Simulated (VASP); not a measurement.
Input for VASP

POSCAR:
```
NaCl
1.0
  0.0000000000   2.8394556795   2.8394556795
  2.8394556795   0.0000000000   2.8394556795
  2.8394556795   2.8394556795   0.0000000000
Na Cl
1 1
direct
  0.0000000000   0.0000000000   0.0000000000
  0.5000000000   0.5000000000   0.5000000000
```

**INCAR**
```
SYSTEM = NaCl
PREC = Accurate
ENCUT = 400
EDIFF = 1E-6
NELM = 100
ALGO = Normal
LREAL = .FALSE.
LASPH = .TRUE.
ISMEAR = 0
SIGMA = 0.05
GGA = PE
LWAVE = .FALSE.
LCHARG = .FALSE.
IBRION = 2
ISIF = 3
NSW = 60
EDIFFG = -0.01
```

KPOINTS:
```
kpoints
0
Gamma
7 7 7
```

POTCAR, in this order: Na_pv Cl (PBE.64 set). Program: vasp_std.

Problem. Translate this PBE calculation to Ansatz.

Solution. One equivalent input (not run):
Ansatz 0.2 input:
```yaml
crystal:
  lattice:
    - [0.0000000, 2.8394557, 2.8394557]
    - [2.8394557, 0.0000000, 2.8394557]
    - [2.8394557, 2.8394557, 0.0000000]
  atoms:
    - { symbol: Na, position: [0.0000000, 0.0000000, 0.0000000] }
    - { symbol: Cl, position: [0.5000000, 0.5000000, 0.5000000] }
kpoints:
  mp_grid: { grid: [7, 7, 7] }
hamiltonian:
  xc: pbe
  pseudopotentials: { kind: paw }
scf:
  occupations: { method: gaussian, width: 0.05 }
  max_iter: 100
relax:
  max_steps: 60
  f_tol: 0.01
  cell: {}
output: { forces: true, stress: true, eigenvalues: true }
```
Limits of the translation: each code has its own PAW files, so the cut-off isn't converted (ENCUT is set for VASP's; basis.ecutwfc is left out, and Ansatz then takes the one that its files recommend); Ansatz stops its SCF on the density residual and VASP on the energy change (EDIFF).

The compound is NaCl in the rock salt structure. It was relaxed first. The start is the result of an earlier pass.
